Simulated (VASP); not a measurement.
Given:

```xyz
5
Lattice="3.9159 0.0000 0.0000 0.0000 3.9159 0.0000 0.0000 0.0000 3.9159" Properties=species:S:1:pos:R:3 pbc="T T T"
Sr     0.0000     0.0000     0.0000
Ti     1.9580     1.9580     1.9580
O      1.9580     0.0000     1.9580
O      0.0000     1.9580     1.9580
O      1.9580     1.9580     0.0000
```

Level of theory: MS2 meta-GGA, VASP's PBE PAW potentials (set 64) (plane waves; VASP). Settings: 520 eV cut-off, 6×6×6 Γ-centred mesh, tetrahedra with Blöchl corrections, potentials Sr_sv Ti_sv O.

The cores are frozen, which limits the accuracy of field gradients.

Task: Give the principal components of the electric field gradient (V/Å²) and the asymmetry η at each nucleus.

Result: 
| atom | Vxx | Vyy | Vzz | η |
|---|---|---|---|---|
| Sr1 | 0.0 | 0.0 | 0.0 | - |
| Ti2 | 0.0 | 0.0 | 0.0 | - |
| O3 | -6.5 | -6.5 | 13.0 | 0.00 |
| O4 | -6.5 | -6.5 | 13.0 | 0.00 |
| O5 | -6.5 | -6.5 | 13.0 | 0.00 |

The compound is SrTiO3 in the cubic perovskite structure, the ideal cubic form; the compound distorts at low or room temperature. It was relaxed first.
